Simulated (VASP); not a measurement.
Level of theory: MS2 meta-GGA, VASP's PBE PAW potentials (set 64) (plane waves; VASP).

VASP input:

### KPOINTS
```
Automatic mesh
0
Gamma
12 12 7
0 0 0
```

INCAR:
```
SYSTEM = Tb
PREC = Accurate
ENCUT = 520
EDIFF = 1E-7
NELM = 100
ALGO = Normal
LREAL = .FALSE.
LASPH = .TRUE.
ISMEAR = 1
SIGMA = 0.1
METAGGA = MS2
LMIXTAU = .TRUE.
LMAXMIX = 6
LWAVE = .FALSE.
LCHARG = .FALSE.
ISIF = 4
IBRION = 2
NSW = 30
EDIFFG = -0.01
```

File POSCAR:
```
Tb
1
    1.7718139314    -3.0688713094     0.0000000000
    1.7718139314     3.0688713094     0.0000000000
    0.0000000000     0.0000000000     5.5066252964
Tb
2
Direct
  0.3333330000   0.6666670000   0.2500000000
  0.6666670000   0.3333330000   0.7500000000
```

POTCAR, in this order: Tb_3 (PBE.64 set). Program: vasp_std.

What VASP printed:

**OSZICAR**
```
       N       E                     dE             d eps       ncg     rms          rms(c)
DAV:   1     0.644635420120E+02    0.64464E+02   -0.90126E+03  1976   0.128E+03
DAV:   2     0.122690564643E+02   -0.52194E+02   -0.51021E+02  2076   0.271E+02
DAV:   3     0.101539024675E+02   -0.21152E+01   -0.19762E+01  2650   0.330E+01
DAV:   4     0.101105569319E+02   -0.43346E-01   -0.42696E-01  2264   0.468E+00
DAV:   5     0.101096587061E+02   -0.89823E-03   -0.89788E-03  2711   0.573E-01    0.329E+01
DAV:   6     0.154116029183E+02    0.53019E+01   -0.50019E+00  1976   0.253E+01    0.142E+01
DAV:   7     0.174184328977E+02    0.20068E+01   -0.16856E+00  2226   0.128E+01    0.760E-01
DAV:   8     0.170881371770E+02   -0.33030E+00   -0.40123E-01  2001   0.655E+00    0.259E+00
DAV:   9     0.170273879920E+02   -0.60749E-01   -0.16464E-01  1976   0.384E+00    0.617E-01
DAV:  10     0.170077485471E+02   -0.19639E-01   -0.70940E-03  2281   0.779E-01    0.109E+00
DAV:  11     0.170025617123E+02   -0.51868E-02   -0.51914E-02  1976   0.270E+00    0.193E-01
DAV:  12     0.170015819259E+02   -0.97979E-03   -0.18012E-03  2206   0.483E-01    0.163E-01
DAV:  13     0.169987642462E+02   -0.28177E-02   -0.47448E-03  1976   0.736E-01    0.104E-01
DAV:  14     0.169936428010E+02   -0.51214E-02   -0.89891E-03  1976   0.107E+00    0.165E-01
DAV:  15     0.169940009309E+02    0.35813E-03   -0.49704E-04  2126   0.221E-01    0.153E-01
DAV:  16     0.169939424965E+02   -0.58434E-04   -0.13519E-04  2031   0.131E-01    0.129E-01
DAV:  17     0.169935732233E+02   -0.36927E-03   -0.30148E-03  1976   0.574E-01    0.653E-02
DAV:  18     0.169935015181E+02   -0.71705E-04   -0.11224E-04  2056   0.114E-01    0.463E-02
DAV:  19     0.169934947516E+02   -0.67665E-05   -0.51071E-05  2056   0.750E-02    0.260E-02
DAV:  20     0.169934960292E+02    0.12776E-05   -0.26127E-05  2136   0.542E-02    0.178E-02
DAV:  21     0.169934976824E+02    0.16532E-05   -0.10822E-05  2006   0.437E-02    0.466E-03
DAV:  22     0.169934960435E+02   -0.16389E-05   -0.10064E-06  2266   0.102E-02    0.108E-02
DAV:  23     0.169934957402E+02   -0.30329E-06   -0.42179E-06  2011   0.209E-02    0.496E-03
DAV:  24     0.169934951236E+02   -0.61660E-06   -0.87197E-07  2026   0.117E-02    0.283E-03
DAV:  25     0.169934952208E+02    0.97253E-07   -0.30837E-07  2036   0.630E-03
   1 F= 0.16993495E+02 E0= 0.16993489E+02  d E =0.169935E+02
       N       E                     dE             d eps       ncg     rms          rms(c)
DAV:   1     0.169916971303E+02   -0.17980E-02   -0.81688E-02  1986   0.215E+00    0.179E-01
DAV:   2     0.169928008680E+02    0.11037E-02   -0.12621E-03  2361   0.341E-01    0.111E-01
DAV:   3     0.169928204282E+02    0.19560E-04   -0.10314E-03  2106   0.232E-01    0.829E-02
DAV:   4     0.169930925500E+02    0.27212E-03   -0.35657E-04  2141   0.240E-01    0.239E-02
DAV:   5     0.169928111120E+02   -0.28144E-03   -0.20827E-04  2046   0.178E-01    0.966E-03
DAV:   6     0.169928075796E+02   -0.35325E-05   -0.13719E-05  2341   0.405E-02    0.197E-03
DAV:   7     0.169928066480E+02   -0.93156E-06   -0.18446E-06  2229   0.176E-02    0.225E-03
DAV:   8     0.169928070890E+02    0.44103E-06   -0.62825E-07  2046   0.912E-03    0.198E-03
DAV:   9     0.169928064707E+02   -0.61832E-06   -0.59998E-07  2026   0.808E-03    0.119E-03
DAV:  10     0.169928066501E+02    0.17940E-06   -0.47339E-08  1068   0.248E-03    0.312E-04
DAV:  11     0.169928066280E+02   -0.22086E-07   -0.88193E-09  1048   0.886E-04
   2 F= 0.16992807E+02 E0= 0.16992993E+02  d E =-.688593E-03
       N       E                     dE             d eps       ncg     rms          rms(c)
DAV:   1     0.169919096876E+02   -0.89696E-03   -0.51911E-02  1986   0.171E+00    0.142E-01
DAV:   2     0.169926134716E+02    0.70378E-03   -0.80497E-04  2366   0.272E-01    0.903E-02
DAV:   3     0.169926243305E+02    0.10859E-04   -0.63954E-04  2106   0.183E-01    0.695E-02
DAV:   4     0.169928081936E+02    0.18386E-03   -0.22547E-04  2156   0.192E-01    0.195E-02
DAV:   5     0.169926200010E+02   -0.18819E-03   -0.13653E-04  2041   0.145E-01    0.753E-03
DAV:   6     0.169926177426E+02   -0.22584E-05   -0.90722E-06  2336   0.329E-02    0.154E-03
DAV:   7     0.169926170649E+02   -0.67775E-06   -0.11847E-06  2249   0.141E-02    0.185E-03
DAV:   8     0.169926174041E+02    0.33926E-06   -0.39030E-07  2026   0.722E-03    0.168E-03
DAV:   9     0.169926169729E+02   -0.43126E-06   -0.32750E-07  2016   0.594E-03    0.815E-04
DAV:  10     0.169926170791E+02    0.10624E-06   -0.14802E-08  1033   0.152E-03    0.267E-04
DAV:  11     0.169926170763E+02   -0.27806E-08   -0.54532E-09  1018   0.707E-04
   3 F= 0.16992617E+02 E0= 0.16992957E+02  d E =-.878145E-03
```

OUTCAR:
```
------------------------ aborting loop because EDIFF is reached ----------------------------------------
  FORCE on cell =-STRESS in cart. coord.  units (eV):
  Direction    XX          YY          ZZ          XY          YZ          ZX
  --------------------------------------------------------------------------------------
  Total        0.4127184      0.4127182      0.4234738      0.0000000     -0.0000000     -0.0000000
  in kB       11.0421099     11.0421066     11.3298660      0.0000000     -0.0000000     -0.0000000
  external PRESSURE =      11.1380275 kB  Pullay stress =       0.0000000 kB
  volume of cell :       59.88
      direct lattice vectors                 reciprocal lattice vectors
     1.765625885 -3.058153287  0.000000000     0.283185699 -0.163497364  0.000000000
     1.765625885  3.058153287 -0.000000000     0.283185699  0.163497364  0.000000000
    -0.000000000  0.000000000  5.545291457     0.000000000  0.000000000  0.180333172
 POSITION                                       TOTAL-FORCE (eV/Angst)
 -----------------------------------------------------------------------------------
      1.76563      1.01939      1.38632         0.000000      0.000000      0.000000
      1.76563     -1.01939      4.15897        -0.000000     -0.000000      0.000000
 -----------------------------------------------------------------------------------
    total drift:                                0.000003      0.000117     -0.000010
  FREE ENERGIE OF THE ION-ELECTRON SYSTEM (eV)
  ---------------------------------------------------
  free  energy   TOTEN  =        16.9926170763 eV

  energy  without entropy=       16.9936366711  energy(sigma->0) =       16.99295694

 reached required accuracy - stopping structural energy minimisation
```
(Selected blocks of OUTCAR.)

### CONTCAR
```
Tb
   1.00000000000000
     1.7656258849142963   -3.0581532867582610    0.0000000000000000
     1.7656258849142963    3.0581532867582610   -0.0000000000000000
    -0.0000000000000000    0.0000000000000000    5.5452914568505571
  Tb
     2
Direct
     0.3333330000000032    0.6666669999999968    0.2500000000000000
     0.6666669999999968    0.3333330000000032    0.7500000000000000
```

The 4f electrons are frozen in the core of the lanthanide potential, so 4f levels, which can set the real gap, and their magnetism are missing.

The compound is Tb in the hcp structure. This cell is one point of a volume scan, at 0.97 of the reference volume. Symmetry was kept, so distortions that lower it aren't found.
